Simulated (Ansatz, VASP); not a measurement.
# HfC (HfC strained to the junction's net) in two plane-wave programs

One calculation is typed for both programs; each brings its own data sets. How far apart do they land? The cell is generated by rule, not measured, and may not be a known phase. The structure shown is the end of the Ansatz relaxation below.

Method: plane waves, with VASP 6.6.1 beside it; single point at PBE with D3(BJ), in Ansatz 0.2.0.

The structure was built from a prototype and need not be the compound's stable phase.

### 1. Set-up

The structure is trigonal, space group R-3m (No. 166). Conventional cell: a = 3.288 Å, b = 3.288 Å, c = 7.975 Å, α = 90.00°, β = 90.00°, γ = 120.00°. Nearest to Hf lie 6 C at 2.32 Å. Nearest to C lie 6 Hf at 2.32 Å. Farther neighbours are not listed.

### 2. Ansatz: relaxation, PBE with D3(BJ)

Ansatz runs on its default PAW (the set named soft_2) files.

This run makes the geometry at which the two programs are then compared.

Contents of input.yaml:

```yaml
crystal:
  lattice:
    - [3.288, 0.0, 0.0]
    - [-1.644, 2.8474915276, 0.0]
    - [0.0, 0.0, 8.0541160418]
  atoms:
    - { symbol: Hf, position: [0.0, 0.0, 0.0] }
    - { symbol: C, position: [0.3333333333, 0.6666666667, 0.1666666667] }
    - { symbol: Hf, position: [0.6666666667, 0.3333333333, 0.3333333333] }
    - { symbol: C, position: [0.0, 0.0, 0.5] }
    - { symbol: Hf, position: [0.3333333333, 0.6666666667, 0.6666666667] }
    - { symbol: C, position: [0.6666666667, 0.3333333333, 0.8333333333] }
kpoints:
  mp_grid: { grid: [12, 12, 4] }
scf:
  occupations: { method: fermi_dirac, width: 0.1 }
  max_iter: 150
hamiltonian:
  xc: pbe
  dispersion: d3bj
relax:
  f_tol: 0.01
  max_steps: 40
  cell: { fix: [a, b, angles] }
```

Run with:

```
ansatz run input.yaml --threads 4 --pin off --max-ram 10240MiB --backend cpu --events-out ev --progress --plain --runs-dir out
```

Numbers of over 12 decimals in the logs are rounded to 6 here.

What it wrote:

```text
Engine: ansatz 0.2.0, aarch64-unknown-linux-gnu
Pseudopotentials: kind: paw
Pseudopotential: Hf, paw, valence charge 26, recommended cutoff 420 eV (normal), Hf.paw.azcp
Pseudopotential: C, paw, valence charge 4, recommended cutoff 420 eV (normal), C.paw.azcp
Functional definition: PBE
  parameter kappa = 0.804
  parameter beta = 0.066725
  exchange = pbe_x(kappa = kappa, mu = beta*pi^2/3)
  correlation = pbe_c(beta = beta)
Crystal: 6 atoms, lattice volume = 75.407 Å³
Basis set: ecut = 420 eV, 1515 PW (Γ), exchange–correlation on 48×48×108 points (8 copies of the dense FFT grid, shifted against one another)
Bands: 54, of which v1, the nominal top of the filled ones, is band 45 counted from 1 (44 counted from 0)
Symmetry: 36 space group operations
Space group: R-3m (ITA 166), of the structure as read, at distance tolerance 4.2e-5 Å
k-points: 69 of 576
Non-local potential: Hf, projectors of the file, l = 0: 3, l = 1: 2, l = 2: 2, l = 3: 3
Non-local potential: C, projectors of the file, l = 0: 2, l = 1: 2, l = 2: 1
PAW form: soft (Blöchl's): semilocal exchange-correlation on the pseudo side does not see the compensation charge
PAW one-centre angular grid: Hf, 590 points (default); XC on 64 Gauss nodes
PAW one-centre angular grid: C, 110 points (default); XC on 64 Gauss nodes
Initial density: superposition of atomic densities (neutral atoms: chi_scale 0, normalization atom), corrected by the library's trained network
Initial wavefunctions: pseudopotential atomic-orbital guess
Functional: x = pbe(κ = 0.804, μ = 0.219515), c = pbe(β = 0.066725)
SCF iter   1: F=—  HF=-47924.589865 eV  |F-HF|=—  |Δ(HF+E_count)|=         —  Δρ=1.60e-3  dr2=1.94e-3  ethr=1.77e-3  ⟨swp⟩=4.9  Hψ=11092  notcnv=0  defer=11
preconditioner: auto → Kerker (q_TF=auto, 2.810 Å⁻¹)  [metal: Δε(μ)=0.088 eV  Ē_g=17.408 eV  σ=0.100 eV  W_gap=0.21  n_scr=36 (ndim 8)  ℏωp=39.2 eV  f_vac=0.000  D(μ)=0.78/eV (n_scr^D=2)]
SCF iter   2: F=—  HF=-47924.589232 eV  |F-HF|=—  |Δ(HF+E_count)|=   6.33e-4  Δρ=7.43e-4  dr2=2.37e-4  ethr=2.15e-6  ⟨swp⟩=2.5  Hψ=7670  notcnv=0  defer=27
SCF iter   3: F=—  HF=-47924.589290 eV  |F-HF|=—  |Δ(HF+E_count)|=   5.82e-5  Δρ=3.27e-4  dr2=3.18e-5  ethr=2.63e-7  ⟨swp⟩=2.1  Hψ=6362  notcnv=0  defer=27
SCF iter   4: F=—  HF=-47924.589329 eV  |F-HF|=—  |Δ(HF+E_count)|=   3.88e-5  Δρ=1.53e-4  dr2=9.31e-6  ethr=3.54e-8  ⟨swp⟩=3.0  Hψ=7947  notcnv=0  defer=27
SCF iter   5: F=—  HF=-47924.589329 eV  |F-HF|=—  |Δ(HF+E_count)|=   3.50e-7  Δρ=3.31e-5  dr2=4.14e-7  ethr=1.03e-8  ⟨swp⟩=2.1  Hψ=6785  notcnv=0  defer=27
SCF iter   6: F=—  HF=-47924.589329 eV  |F-HF|=—  |Δ(HF+E_count)|=   2.44e-7  Δρ=9.86e-6  dr2=5.53e-8  ethr=1.11e-10  ⟨swp⟩=7.6  Hψ=19535  notcnv=0
SCF iter   7: F=-47924.589329 eV  HF=-47924.589329 eV  |F-HF|=3.59e-8  |Δ(HF+E_count)|=   3.06e-8  Δρ=3.62e-6  dr2=8.91e-9  ethr=6.14e-11  ⟨swp⟩=5.0  Hψ=14016  notcnv=0
SCF 1 converged in 7 iterations: F = -47924.589329 eV  dr2 = 8.91e-9
  greatest PAW one-centre occupation: 0.998 electrons in one spin orbital (limit 2), on the Hf atom at site 4 (counted from 0), in its partial waves of l = 0
relax step   1: F+E_penalty+E_count = -47924.58932915 eV  Δ(F+E_penalty+E_count) = +0.000e0 eV  max|allowed force component| = 7.158e-28 eV/Å  Δτ_max = 0.0000 Å  P = -4.571 GPa  Ω = 75.407 Å³  fix = [a, b, alpha, beta, gamma]  reactions: a -4.573, b -4.573 GPa  (7 SCF iters, dr2 threshold 1.00e-7 eV, accepted)
[...]
relax step   2: F+E_penalty+E_count = -47924.57626689 eV  Δ(F+E_penalty+E_count) = +1.306e-2 eV  max|allowed force component| = 7.968e-27 eV/Å  Δτ_max = 0.0000 Å  P = +1.542 GPa  Ω = 73.498 Å³  energy of the carried Pulay correction = +2.898e-3 eV  fix = [a, b, alpha, beta, gamma]  (7 SCF iters, dr2 threshold 6.00e-7 eV, rejected (line search))
[...]
relax step   3: F+E_penalty+E_count = -47924.60108330 eV  Δ(F+E_penalty+E_count) = -1.175e-2 eV  max|allowed force component| = 7.240e-29 eV/Å  Δτ_max = 0.0000 Å  P = -2.321 GPa  Ω = 74.677 Å³  energy of the carried Pulay correction = +1.100e-3 eV  fix = [a, b, alpha, beta, gamma]  reactions: a -3.437, b -3.437 GPa  (9 SCF iters, accepted)
[...]
relax step   4: F+E_penalty+E_count = -47924.60110930 eV  Δ(F+E_penalty+E_count) = -2.601e-5 eV  max|allowed force component| = 3.681e-27 eV/Å  Δτ_max = 0.0000 Å  P = -2.275 GPa  Ω = 74.662 Å³  energy of the carried Pulay correction = +1.122e-3 eV  fix = [a, b, alpha, beta, gamma]  reactions: a -3.413, b -3.413 GPa  (3 SCF iters, dr2 threshold 1.99e-8 eV, accepted)
[...]
relax step   5: F+E_penalty+E_count = -47924.60010565 eV  Δ(F+E_penalty+E_count) = +1.004e-3 eV  max|allowed force component| = 1.474e-28 eV/Å  Δτ_max = 0.0000 Å  P = -2.289 GPa  Ω = 74.662 Å³  fix = [a, b, alpha, beta, gamma]  reactions: a -3.418, b -3.418 GPa  stress off target by 2.91e-2 GPa on what of the cell is left free  SCF on the basis re-selected at this cell (its energy is not comparable with the rows above)  (6 SCF iters)
basis re-selected at this cell: Δ(F+E_penalty+E_count) = +1.004e-3 eV, ΔP = -0.013 GPa vs the last step (what re-selecting the basis moved, of the pressure what is left beyond the Pulay correction that the steps carried, after the strain that the cell walked since its last selection, with what the two solves' SCF thresholds leave and, on support functions, any second-order correction that the steps lacked; it is no m [...]
SCF converged after 6 iterations
Free energy (F): -47924.600106 eV
Harris-Foulkes:  -47924.600106 eV  (|F-HF|=2.91e-11)
Internal energy: -47924.572788 eV  (E = F + TS)
E sigma→0 (E₀):  -47924.586447 eV
Entropy (-TS):   -0.027317 eV (-4.553 meV/atom)
Fermi energy:    20.359391 eV
--- Per-component energies (eV) ---
  E_band       = 356.963913
  E_kinetic    = 1536.552788
  E_local      = -14880.363654  (includes V_loc(G=0)·N_el)
  E_nonlocal   = -3650.482891
  E_hartree    = 7042.835284
  E_xc         = -1047.634194
  E_vxc        = -982.011491  (∫ρ·V_xc dr)
  E_paw        = -21080.649026  (= ΣΔE_a)
  E_vpaw       = 4247.598571  (= ΣTr[D̂ρ^β])
  E_aug_tail   = 0.000016  (compensation charges beyond the density's cutoff)
  E_ewald      = -15842.659291
  E_disp       = -2.171820  (pairwise vdW)
  E_smearing   = -0.027317  (= −TS)
  E_closure    = 0.000000  (closes the sum)
  Σ components = -47924.600106   (vs F -47924.600106, Δ=0.00e0)
--- Forces (eV/Å), atoms counted from 1 ---
  atom   1  Hf    -0.00000000    -0.00000000     0.00000000
  atom   2  C      0.00000000    -0.00000000     0.00000000
  atom   3  Hf     0.00000000     0.00000000    -0.00000000
  atom   4  C      0.00000000    -0.00000000     0.00000000
  atom   5  Hf     0.00000000     0.00000000     0.00000000
  atom   6  C     -0.00000000     0.00000000     0.00000000
  max |Σ_I F_I| component: 2.47e-28 eV/Å
--- Stress (GPa, compression-positive) ---
       -3.418491       0.000000      -0.000000
        0.000000      -3.418491       0.000000
       -0.000000      -0.000000      -0.029122
  P = ⅓ Tr σ = -2.2887 GPa (-22.887 kbar)
--- Relaxed structure (4 steps of the walk, 3 accepted, 1 SCFs on fresh bases) ---
  F+E_penalty+E_count = -47924.60010565 eV   max|allowed force component| = 1.474e-28 eV/Å   (the final SCF, on the basis selected at the relaxed cell)
  cell:  # Å, volume = 74.6622 Å³
    - [3.288000, 0, 0]
    - [-1.644000, 2.847492, 0]
    - [0, 0, 7.974558]
  atoms:
    - { symbol: Hf, position: [0, 0, 0] }
    - { symbol: C, position: [0.333333, 0.666667, 0.166667] }
    - { symbol: Hf, position: [0.666667, 0.333333, 0.333333] }
    - { symbol: C, position: [0, 0, 0.500000] }
    - { symbol: Hf, position: [0.333333, 0.666667, 0.666667] }
    - { symbol: C, position: [0.666667, 0.333333, 0.833333] }
```

### 3. VASP: single point, PBE with D3(BJ)

The same cell, functional, mesh and smearing now go to VASP, with its own data sets.

Lines of VASP's logs that name or quote its potential files are left out, and so is its time.

Contents of INCAR:

```
SYSTEM = HfC
PREC = Accurate
ENCUT = 600
EDIFF = 1E-06
NELM = 120
ISMEAR = -1
SIGMA = 0.1
LREAL = .FALSE.
ALGO = Normal
GGA = PE
IVDW = 12
NBANDS = 27
LASPH = .TRUE.
LORBIT = 11
LWAVE = .FALSE.
LCHARG = .FALSE.
ISIF = 2
GGA_COMPAT = .FALSE.
KPAR = 2
```

Contents of POSCAR:

```
HfC
1.0
    3.2880000000      0.0000000000      0.0000000000
   -1.6440000000      2.8474915276      0.0000000000
    0.0000000000      0.0000000000      7.9745578918
Hf C
3 3
Direct
    0.0000000000      0.0000000000      0.0000000000
    0.6666666667      0.3333333333      0.3333333333
    0.3333333333      0.6666666667      0.6666666667
    0.3333333333      0.6666666667      0.1666666667
    0.0000000000      0.0000000000      0.5000000000
    0.6666666667      0.3333333333      0.8333333333
```

Contents of KPOINTS:

```
Automatic mesh
0
Gamma
12 12 4
0 0 0
```

The projector-augmented-wave data sets are Hf_pv and C (PBE family, release 64).

Run with:

```
mpirun -np 2 vasp_std
```

What it wrote:

```text
[banner, memory and clock lines left out]
running    2 mpi-ranks, on    1 nodes
 distrk:  each k-point on    1 cores,    2 groups
 distr:  one band on    1 cores,    1 groups

 POSCAR found type information on POSCAR HfC
 POSCAR found :  2 types and       6 ions
 LDA part: xc-table for (Slater+PW92), standard interpolation
 POSCAR, INCAR and KPOINTS ok, starting setup
 FFT: planning ... GRIDC
 FFT: planning ... GRID_SOFT
 FFT: planning ... GRID
 WAVECAR not read
 entering main loop
       N       E                     dE             d eps       ncg     rms          rms(c)
DAV:   1     0.183273496487E+03    0.18327E+03   -0.25071E+04  3726   0.169E+03
DAV:   2    -0.611058877649E+02   -0.24438E+03   -0.23801E+03  4588   0.375E+02
DAV:   3    -0.725032996477E+02   -0.11397E+02   -0.11220E+02  4699   0.601E+01
DAV:   4    -0.726392729556E+02   -0.13597E+00   -0.13580E+00  4723   0.712E+00
DAV:   5    -0.726405736394E+02   -0.13007E-02   -0.13001E-02  4696   0.678E-01    0.100E+02
DAV:   6    -0.633115654968E+02    0.93290E+01   -0.67085E+01  4079   0.284E+01    0.698E+01
DAV:   7    -0.632793993732E+02    0.32166E-01   -0.47900E+00  4187   0.104E+01    0.186E+01
DAV:   8    -0.631570243984E+02    0.12237E+00   -0.63156E-01  4710   0.306E+00    0.299E+00
DAV:   9    -0.631481648120E+02    0.88596E-02   -0.74735E-02  4348   0.133E+00    0.304E+00
DAV:  10    -0.631464874947E+02    0.16773E-02   -0.10535E-02  4461   0.502E-01    0.495E-01
DAV:  11    -0.631464131090E+02    0.74386E-04   -0.52445E-04  4494   0.143E-01    0.353E-01
DAV:  12    -0.631464077855E+02    0.53235E-05   -0.42224E-05  4962   0.319E-02    0.106E-01
DAV:  13    -0.631464087068E+02   -0.92129E-06   -0.13030E-06  3306   0.712E-03
   1 F= -.65317520E+02 E0= -.65303953E+02  d E =-.271330E-01
```

From OUTCAR (step 3):

```text
ion  position               nearest neighbor table
   1  0.000  0.000  0.000-   4 2.32   6 2.32   4 2.32   6 2.32   6 2.32   4 2.32   2 3.27   3 3.27
                             3 3.27   2 3.27   3 3.27   2 3.27
   2  0.667  0.333  0.333-   4 2.32   4 2.32   5 2.32   4 2.32   5 2.32   5 2.32   1 3.27   1 3.27
                             1 3.27   3 3.27   3 3.27   3 3.27
   3  0.333  0.667  0.667-   6 2.32   6 2.32   5 2.32   6 2.32   5 2.32   5 2.32   1 3.27   1 3.27
                             1 3.27   2 3.27   2 3.27   2 3.27
   4  0.333  0.667  0.167-   2 2.32   2 2.32   1 2.32   2 2.32   1 2.32   1 2.32
   5  0.000  0.000  0.500-   2 2.32   3 2.32   3 2.32   2 2.32   2 2.32   3 2.32
   6  0.667  0.333  0.833-   3 2.32   3 2.32   1 2.32   3 2.32   1 2.32   1 2.32

  LATTYP: Found a hexagonal cell.
 ALAT       =     3.2880000000
 C/A-ratio  =     2.4253521569

 Subroutine GETGRP returns: Found 12 space group operations
 (whereof 12 operations were pure point group operations)

The static configuration has the point symmetry D_3d.

 Found     69 irreducible k-points:

   k-points           NKPTS =     69   k-points in BZ     NKDIM =     69   number of bands    NBANDS=     27

   dimension x,y,z NGX =    28 NGY =   28 NGZ =   64
   dimension x,y,z NGXF=    56 NGYF=   56 NGZF=  128

   ENCUT  =  600.0 eV  44.10 Ry    6.64 a.u.   6.57  6.57 15.93*2*pi/ulx,y,z

   NELECT =      42.0000    total number of electrons

 k-points in reciprocal lattice and weights: Automatic mesh
   0.00000000  0.00000000  0.00000000       0.002
   0.08333333 -0.00000000  0.00000000       0.010
   0.16666667  0.00000000  0.00000000       0.010
   0.25000000 -0.00000000  0.00000000       0.010
   0.33333333  0.00000000  0.00000000       0.010
   0.41666667 -0.00000000  0.00000000       0.010
   0.50000000 -0.00000000  0.00000000       0.005
   0.08333333  0.08333333  0.00000000       0.010
   0.16666667  0.08333333  0.00000000       0.021
[...]
0.33333333  0.25000000  0.50000000       0.021
   0.33333333  0.33333333  0.50000000       0.003

 average (electrostatic) potential at core
       1 -35.3994       2 -35.3994       3 -35.3994       4 -47.5518       5 -47.5518
       6 -47.5518

 E-fermi :   6.0297

 k-point     1 :       0.0000    0.0000    0.0000
  band No.  band energies     occupation
    ...
     14       1.6335      2.00000
     15       3.5222      2.00000
     16       3.5222      2.00000
     17       3.5222      2.00000
     18       3.5222      2.00000
     19       7.0109      0.00011
     20       7.0109      0.00011
     21       7.0773      0.00006
     22       7.3759      0.00000
     23       7.3759      0.00000
    ...

 k-point     2 :       0.0833   -0.0000    0.0000
  band No.  band energies     occupation
    ...
     15       3.4006      2.00000
     16       3.4330      2.00000
     17       3.6927      2.00000
     18       3.7797      2.00000
     19       5.9745      1.26921
     20       6.3270      0.09737
     21       6.3388      0.08695
     22       7.5544      0.00000
     23       7.9195      0.00000
     24       8.1254      0.00000
    ...

 k-point     3 :       0.1667    0.0000    0.0000
  band No.  band energies     occupation
    ...
     17       3.6807      2.00000
     18       4.1897      2.00000
     19       4.5242      2.00000
     20       5.3165      1.99840
     21       5.5164      1.98827
     22       7.6767      0.00000
     23       7.7554      0.00000
     24       8.6115      0.00000
     25       8.8677      0.00000
     26       9.5172      0.00000
    ...

 Edisp (eV)   -2.17111

  Total      -1.91798    -1.91798    -0.33590     0.00000     0.00000     0.00000
  in kB     -41.15793   -41.15793    -7.20810     0.00000     0.00000     0.00000
  external pressure =      -29.84 kB  Pullay stress =        0.00 kB

  energy-cutoff  :      600.00
  volume of cell :       74.66
      direct lattice vectors                 reciprocal lattice vectors
     3.288000000  0.000000000  0.000000000     0.304136253  0.175593148  0.000000000
    -1.644000000  2.847491528  0.000000000     0.000000000  0.351186295  0.000000000
     0.000000000  0.000000000  7.974557892     0.000000000  0.000000000  0.125398801

 POSITION                                       TOTAL-FORCE (eV/Angst)
 -----------------------------------------------------------------------------------
      0.00000      0.00000      0.00000        -0.000000     -0.000000      0.000000
      1.64400      0.94916      2.65819        -0.000000      0.000000      0.000000
     -0.00000      1.89833      5.31637         0.000000     -0.000000      0.000000
     -0.00000      1.89833      1.32909        -0.000000     -0.000000      0.000000
      0.00000      0.00000      3.98728        -0.000000     -0.000000      0.000000
      1.64400      0.94916      6.64546         0.000000     -0.000000     -0.000000
 -----------------------------------------------------------------------------------
    total drift:                               -0.000000      0.000000      0.000000

  FREE ENERGIE OF THE ION-ELECTRON SYSTEM (eV)
  ---------------------------------------------------
  free  energy   TOTEN  =       -65.3175197069 eV

  energy  without entropy=      -65.2903867276  energy(sigma->0) =      -65.30395322

 total charge
# of ion       s       p       d       tot
------------------------------------------
    1        0.313   6.631   1.677   8.621
    2        0.313   6.631   1.677   8.621
    3        0.313   6.631   1.677   8.621
    4        0.873   1.520   0.000   2.393
    5        0.873   1.520   0.000   2.393
    6        0.873   1.520   0.000   2.393
--------------------------------------------------
tot          3.560  24.453   5.030  33.043

[... 3 further parts left out ...]
```

Dispersion corrections of this kind ignore metallic screening and tend to overbind metals.

### 4. Comparison

Known differences besides the potentials themselves: the data sets hold 90 valence electrons in Ansatz (on its default PAW (the set named soft_2) files) and 42 in VASP; the cutoff is 420 eV in Ansatz and 600 eV in VASP; Ansatz's pressure holds a Pulay correction, VASP's none. Total energies have different zeros and are not compared.

The two programs side by side:

```
      quantity  Ansatz   VASP  difference
pressure (GPa)   -2.29  -2.98       +0.70
```

### 5. Summary of results

- difference in pressure (single point, PBE with D3(BJ)): 0.70 GPa

In words: The difference in pressure is 0.70 GPa (single point, PBE with D3(BJ)), within the 1 GPa picked in this series as the mark of a large difference. The data sets hold unlike numbers of valence electrons (90 in Ansatz and 42 in VASP), so part of the differences comes from the potentials. Such differences can come from data sets, numerical settings and the points named under the comparisons, not from the functional's error against experiment.

[Lines on the potential files, build, host, timing and source positions are cut from VASP's logs without a mark.]

[Logs are printed without paths, hosts, clocks, repeated set-up lines and the standing remarks that a program may print on its own settings, such as how far it seeks lower states.]

[Hosts, paths, dates, database ids (printed as entryN), source tags and the programs' standing remarks are cut or masked in the printed files.]
